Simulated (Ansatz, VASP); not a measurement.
# Cross-check of Ge4H between VASP and Ansatz, part 2 of 2

One calculation is typed for both programs; each brings its own data sets. How far apart do they land? The cell is taken from a series of runs on this material, whose earlier steps may have relaxed, scaled, displaced or heated it; both programs get it as it stands.

VASP 6.6.1 and Ansatz 0.2.0.

So far: The starting structure; Ansatz: single point, PBEsol, spin-orbit coupling.

## (3) VASP: single point, PBEsol, spin-orbit coupling

Level of this step: PBEsol, spin-orbit coupling; plane waves and PAW (Ge_d, H) (VASP).

The same cell, functional, mesh and smearing now go to VASP, with its own data sets.

Lines of VASP's logs that name or quote its potential files are left out, and so is its time.

The input, INCAR:

```
SYSTEM = Ge4H
PREC = Accurate
ENCUT = 410
EDIFF = 1E-06
NELM = 200
ISMEAR = -1
SIGMA = 0.02
LREAL = .FALSE.
ALGO = Normal
GGA = PS
LNONCOLLINEAR = .TRUE.
MAGMOM = 0 0 0 0 0 0 0 0 0 0 0 0 0 0 0 0 0 0 0 0 0 0 0 0 0 0 0 0 0 0
NBANDS = 140
GGA_COMPAT = .FALSE.
LASPH = .TRUE.
LSORBIT = .TRUE.
LORBIT = 11
LWAVE = .FALSE.
LCHARG = .FALSE.
ISIF = 2
LDIPOL = .TRUE.
IDIPOL = 3
DIPOL = 0.5 0.5 0.5
LVHAR = .TRUE.
EFERMI = MIDGAP
NELMDL = -8
KPAR = 2
```

The input, POSCAR:

```
Ge4H
1.0
    3.9207939646      0.0000000000      0.0000000000
   -1.9603969823      3.3955071763      0.0000000000
    0.0000000000      0.0000000000     50.7000000000
Ge H
8 2
Direct
    0.3333333334      0.6666666667      0.3950028692
    0.0000000000      0.0000000001      0.4110692570
    0.0000000000      0.0000000001      0.4591518505
    0.6666666667      0.3333333334      0.4758908543
    0.6666666667      0.3333333334      0.5241091457
    0.3333333334      0.6666666667      0.5408481495
    0.3333333334      0.6666666667      0.5889307430
    0.0000000000      0.0000000001      0.6049971308
    0.3333333334      0.6666666667      0.3644108901
    0.0000000000      0.0000000001      0.6355891099
```

The input, KPOINTS:

```
Automatic mesh
0
Gamma
6 6 1
0 0 0
```

The projector-augmented-wave data sets are Ge_d and H (PBE family, release 64).

The run is started by

```console
mpirun -np 2 vasp_ncl
```

Numbers of over 12 decimals in the logs are rounded to 6 here.

The log of the run:

```text
[banner, memory and clock lines left out]
running    2 mpi-ranks, on    1 nodes
 distrk:  each k-point on    1 cores,    2 groups
 distr:  one band on    1 cores,    1 groups

 POSCAR found type information on POSCAR GeH
 POSCAR found :  2 types and      10 ions
|                                                                             |
|               ----> ADVICE to this user running VASP <----                  |
|                                                                             |
|     You enforced a specific xc type in the INCAR file but a different       |
|     [... a line on the potential file left out ...]
|     I HOPE YOU KNOW WHAT YOU ARE DOING!                                     |
|                                                                             |

 LDA part: xc-table for (Slater+PW92), standard interpolation
|                                                                             |
|           W    W    AA    RRRRR   N    N  II  N    N   GGGG   !!!           |
|           W    W   A  A   R    R  NN   N  II  NN   N  G    G  !!!           |
|           W    W  A    A  R    R  N N  N  II  N N  N  G       !!!           |
|           W WW W  AAAAAA  RRRRR   N  N N  II  N  N N  G  GGG   !            |
|           WW  WW  A    A  R   R   N   NN  II  N   NN  G    G                |
|           W    W  A    A  R    R  N    N  II  N    N   GGGG   !!!           |
|                                                                             |
|     One of the lattice vectors is very long (>50 A), but AMIN is rather     |
|     large. This can spoil convergence since charge sloshing might occur     |
|     along the long lattice vector. If problems with convergence are         |
|     observed, try to decrease AMIN to a smaller value (e.g. 0.01).          |
|     Note: This warning only applies if the self-consistency cycle is        |
|     used.                                                                   |
|                                                                             |

 POSCAR, INCAR and KPOINTS ok, starting setup
 FFT: planning ... GRIDC
 FFT: planning ... GRID_SOFT
 FFT: planning ... GRID
 WAVECAR not read
 entering main loop
       N       E                     dE             d eps       ncg     rms          rms(c)
DAV:   1     0.114446572996E+04    0.11445E+04   -0.51720E+04  2416   0.225E+03
DAV:   2     0.154074774448E+03   -0.99039E+03   -0.95730E+03  2544   0.552E+02
DAV:   3    -0.308633545375E+02   -0.18494E+03   -0.18155E+03  2716   0.213E+02
DAV:   4    -0.458403195019E+02   -0.14977E+02   -0.14871E+02  2264   0.691E+01
DAV:   5    -0.465186427397E+02   -0.67832E+00   -0.67750E+00  2768   0.148E+01
DAV:   6    -0.465367732976E+02   -0.18131E-01   -0.18126E-01  2504   0.219E+00
DAV:   7    -0.465374826866E+02   -0.70939E-03   -0.70934E-03  2800   0.442E-01
DAV:   8    -0.465375140817E+02   -0.31395E-04   -0.31393E-04  2928   0.782E-02    0.789E+00
DAV:   9    -0.457589140772E+02    0.77860E+00   -0.24491E-01  2188   0.431E+00    0.454E+00
DAV:  10    -0.453815846893E+02    0.37733E+00   -0.76414E-01  2164   0.780E+00    0.707E-01
DAV:  11    -0.453867932536E+02   -0.52086E-02   -0.10989E-01  2256   0.419E+00    0.423E-01
DAV:  12    -0.453856607924E+02    0.11325E-02   -0.16394E-02  2448   0.122E+00    0.241E-01
DAV:  13    -0.453858092720E+02   -0.14848E-03   -0.72055E-03  2148   0.180E+00    0.102E-01
DAV:  14    -0.453859042496E+02   -0.94978E-04   -0.24159E-03  2328   0.135E+00    0.490E-02
[...]
DAV:  24    -0.453871104158E+02   -0.28948E-04   -0.56250E-06  2160   0.424E-02    0.131E-03
DAV:  25    -0.453871298234E+02   -0.19408E-04   -0.93724E-07  1516   0.239E-02    0.972E-04
DAV:  26    -0.453871429183E+02   -0.13095E-04   -0.30168E-07  1452   0.864E-03    0.398E-04
DAV:  27    -0.453871524077E+02   -0.94893E-05   -0.36374E-07  1476   0.464E-03    0.557E-04
DAV:  28    -0.453871581813E+02   -0.57737E-05   -0.18027E-07  1412   0.385E-03    0.294E-04
DAV:  29    -0.453871602233E+02   -0.20420E-05   -0.54860E-08  1412   0.238E-03    0.155E-04
DAV:  30    -0.453871617525E+02   -0.15292E-05   -0.48917E-08  1364   0.232E-03    0.878E-05
DAV:  31    -0.453871627386E+02   -0.98609E-06   -0.21785E-08  1364   0.151E-03
   1 F= -.45387163E+02 E0= -.45387163E+02  d E =-.171565E-07  mag=     0.0000     0.0000    -0.0000
```

OUTCAR, selected parts (step 3):

```text
ion  position               nearest neighbor table
   1  0.333  0.667  0.395-   9 1.55   2 2.41   2 2.41   2 2.41
   2  0.000  0.000  0.411-   1 2.41   1 2.41   1 2.41   3 2.44
   3  0.000  0.000  0.459-   4 2.42   4 2.42   4 2.42   2 2.44
   4  0.667  0.333  0.476-   3 2.42   3 2.42   3 2.42   5 2.44
   5  0.667  0.333  0.524-   6 2.42   6 2.42   6 2.42   4 2.44
   6  0.333  0.667  0.541-   5 2.42   5 2.42   5 2.42   7 2.44
   7  0.333  0.667  0.589-   8 2.41   8 2.41   8 2.41   6 2.44
   8  0.000  0.000  0.605-  10 1.55   7 2.41   7 2.41   7 2.41
   9  0.333  0.667  0.364-   1 1.55
  10  0.000  0.000  0.636-   8 1.55

  LATTYP: Found a hexagonal cell.
 ALAT       =     3.9207939646
 C/A-ratio  =    12.9310543879

 Subroutine GETGRP returns: Found 12 space group operations
 (whereof  6 operations were pure point group operations)

The static configuration has the point symmetry C_3v.
 The point group associated with its full space group is D_3d.

 Found      7 irreducible k-points:

   k-points           NKPTS =      7   k-points in BZ     NKDIM =      7   number of bands    NBANDS=    140

   dimension x,y,z NGX =    28 NGY =   28 NGZ =  336
   dimension x,y,z NGXF=    56 NGYF=   56 NGZF=  672

   ENCUT  =  410.0 eV  30.13 Ry    5.49 a.u.   6.47  6.47 83.71*2*pi/ulx,y,z

   NELECT =     114.0000    total number of electrons

 k-points in reciprocal lattice and weights: Automatic mesh
   0.00000000  0.00000000  0.00000000       0.028
   0.16666667 -0.00000000  0.00000000       0.167
   0.33333333  0.00000000  0.00000000       0.167
   0.50000000 -0.00000000  0.00000000       0.083
   0.16666667  0.16666667  0.00000000       0.167
   0.33333333  0.16666667  0.00000000       0.333
   0.33333333  0.33333333  0.00000000       0.056

 dipolmoment           0.000000      0.000000     -0.000003 electrons x Angstroem

 average (electrostatic) potential at core
       1 -80.5966       2 -80.6176       3 -80.6383       4 -80.6383       5 -80.6384
       6 -80.6383       7 -80.6176       8 -80.5966       9 -38.2888      10 -38.2888

 E-fermi :  -1.2797

 k-point     1 :       0.0000    0.0000    0.0000
  band No.  band energies     occupation
    ...
    110      -1.9923      1.00000
    111      -1.7616      1.00000
    112      -1.7616      1.00000
    113      -1.5700      1.00000
    114      -1.5700      1.00000
    115      -0.9895      0.00000
    116      -0.9895      0.00000
    117      -0.7865      0.00000
    118      -0.7865      0.00000
    119      -0.6749      0.00000
    ...

 k-point     2 :       0.1667   -0.0000    0.0000
  band No.  band energies     occupation
    ...
    110      -2.9233      1.00000
    111      -2.6232      1.00000
    112      -2.6232      1.00000
    113      -2.1615      1.00000
    114      -2.1615      1.00000
    115      -0.0792      0.00000
    116      -0.0792      0.00000
    117       0.1441      0.00000
    118       0.1441      0.00000
    119       0.3011      0.00000
    ...

 k-point     3 :       0.3333    0.0000    0.0000
  band No.  band energies     occupation
    ...
    110      -3.4974      1.00000
    111      -3.3922      1.00000
    112      -3.3922      1.00000
    113      -2.9156      1.00000
    114      -2.9156      1.00000
    115      -0.7379      0.00000
    116      -0.7379      0.00000
    117      -0.5834      0.00000
    118      -0.5834      0.00000
    119      -0.2626      0.00000
    ...

  Total        4.1275413      4.1275413     -0.6389086      0.0000000      0.0000000      0.0000000
  in kB        9.7975024      9.7975024     -1.5165707      0.0000000      0.0000000      0.0000000
  external PRESSURE =       6.0261447 kB  Pullay stress =       0.0000000 kB

  energy-cutoff  :      410.00
  volume of cell :      674.97
      direct lattice vectors                 reciprocal lattice vectors
     3.920793965  0.000000000  0.000000000     0.255050382  0.147253407  0.000000000
    -1.960396982  3.395507176  0.000000000     0.000000000  0.294506814  0.000000000
     0.000000000  0.000000000 50.700000000     0.000000000  0.000000000  0.019723866

 POSITION                                       TOTAL-FORCE (eV/Angst)
 -----------------------------------------------------------------------------------
      0.00000      2.26367     20.02665         0.000000     -0.000000     -0.011909
     -0.00000      0.00000     20.84121        -0.000000      0.000000      0.000836
     -0.00000      0.00000     23.27900        -0.000000      0.000000     -0.001021
      1.96040      1.13184     24.12767        -0.000000     -0.000000      0.005894
      1.96040      1.13184     26.57233         0.000000      0.000000     -0.005894
      0.00000      2.26367     27.42100         0.000000     -0.000000      0.001021
      0.00000      2.26367     29.85879         0.000000     -0.000000     -0.000836
     -0.00000      0.00000     30.67335        -0.000000      0.000000      0.011909
      0.00000      2.26367     18.47563         0.000000      0.000000      0.015136
     -0.00000      0.00000     32.22437        -0.000000      0.000000     -0.015136
 -----------------------------------------------------------------------------------
    total drift:                                0.000001     -0.000001     -0.000145

  FREE ENERGIE OF THE ION-ELECTRON SYSTEM (eV)
  ---------------------------------------------------
  free  energy   TOTEN  =       -45.3871627386 eV

  energy  without entropy=      -45.3871627215  energy(sigma->0) =      -45.38716273

 vacuum level on the upper side and lower side of the slab         2.448         2.448

 Spin-Orbit-Coupling matrix elements
 Ion:    1  E_soc:     -0.0180186
 Ion:    2  E_soc:     -0.0182105
 Ion:    3  E_soc:     -0.0181743
 Ion:    4  E_soc:     -0.0182241
 Ion:    5  E_soc:     -0.0182241
 Ion:    6  E_soc:     -0.0181743
 Ion:    7  E_soc:     -0.0182105
 Ion:    8  E_soc:     -0.0180186
 Ion:    9  E_soc:      0.0000001
 Ion:   10  E_soc:      0.0000001

 total charge
# of ion       s       p       d       tot
------------------------------------------
    1        1.103   1.372  10.042  12.517
    2        1.112   1.325  10.029  12.466
    3        1.118   1.304  10.029  12.451
    4        1.120   1.300  10.029  12.449
    5        1.120   1.300  10.029  12.449
    6        1.118   1.304  10.029  12.451
    7        1.112   1.325  10.029  12.466
    8        1.103   1.372  10.042  12.517
    9        0.524   0.012   0.000   0.537
   10        0.524   0.012   0.000   0.537
--------------------------------------------------
tot          9.955  10.627  80.259 100.841

 magnetization (x)
# of ion       s       p       d       tot
------------------------------------------
    1        0.000   0.000   0.000   0.000
    2        0.000   0.000  -0.000  -0.000
    3        0.000   0.000   0.000   0.000
    4        0.000   0.000   0.000   0.000
    5        0.000   0.000   0.000   0.000
    6        0.000   0.000   0.000   0.000
    7        0.000   0.000  -0.000  -0.000
    8        0.000   0.000   0.000   0.000
    9       -0.000   0.000   0.000  -0.000
   10        0.000   0.000   0.000   0.000
--------------------------------------------------
tot          0.000   0.000  -0.000   0.000

 magnetization (y)
# of ion       s       p       d       tot
------------------------------------------
    1        0.000  -0.000   0.000  -0.000
    2        0.000   0.000   0.000   0.000
    3        0.000   0.000   0.000   0.000
    4        0.000   0.000  -0.000  -0.000
    5        0.000   0.000   0.000   0.000
    6        0.000   0.000   0.000   0.000
    7        0.000   0.000   0.000   0.000
    8        0.000   0.000  -0.000  -0.000
    9        0.000   0.000   0.000   0.000
   10        0.000   0.000   0.000   0.000
--------------------------------------------------
tot          0.000   0.000   0.000   0.000

 magnetization (z)
# of ion       s       p       d       tot
------------------------------------------
    1       -0.000   0.000  -0.000  -0.000
    2       -0.000   0.000   0.000   0.000
    3        0.000   0.000   0.000   0.000
    4        0.000   0.000   0.000   0.000
    5        0.000   0.000   0.000   0.000
    6        0.000  -0.000   0.000   0.000
    7        0.000   0.000   0.000   0.000
    8       -0.000   0.000   0.000  -0.000
    9        0.000   0.000   0.000   0.000
   10        0.000   0.000   0.000   0.000
--------------------------------------------------
tot          0.000   0.000   0.000   0.000

[... 3 further parts left out ...]
```

## (4) Comparison

Known differences besides the potentials themselves: spin-orbit coupling enters by fully relativistic files in Ansatz and inside the spheres in VASP; Ansatz cuts the interaction across the vacuum, VASP repeats the sheet with a dipole correction; the cutoff is 420 eV in Ansatz and 410 eV in VASP; Ansatz makes its cores anew for this functional, VASP keeps those of its PBE data sets. Total energies have different zeros and are not compared.

Both answers:

| quantity | Ansatz | VASP | difference |
| --- | --- | --- | --- |
| gap on the k mesh (eV) | 0.573 | 0.581 | -0.007 |

At this near-relaxed geometry the largest component of a force difference is 14 meV/Å. A gap on the mesh is an upper bound, since the band edges may lie between its points. With vacuum in the cell, a pressure given here is an average over mostly empty space and none of the material.

## (5) Results

| Item | Value |
| --- | --- |
| difference in gap on the k mesh (single point, PBEsol, spin-orbit coupling) | -0.0074 eV |

In words: The difference in gap on the k mesh is -0.0074 eV (single point, PBEsol, spin-orbit coupling), within the 0.08 eV picked in this series as the mark of a large difference. How closely two codes agree says nothing of how well the functional describes the real material.

[Lines on the potential files, build, host, timing and source positions are cut from VASP's logs without a mark.]

[Logs are printed without paths, hosts, clocks, repeated set-up lines and the standing remarks that a program may print on its own settings, such as how far it seeks lower states.]

[Hosts, paths, dates, database ids (printed as entryN), source tags and the programs' standing remarks are cut or masked in the printed files.]
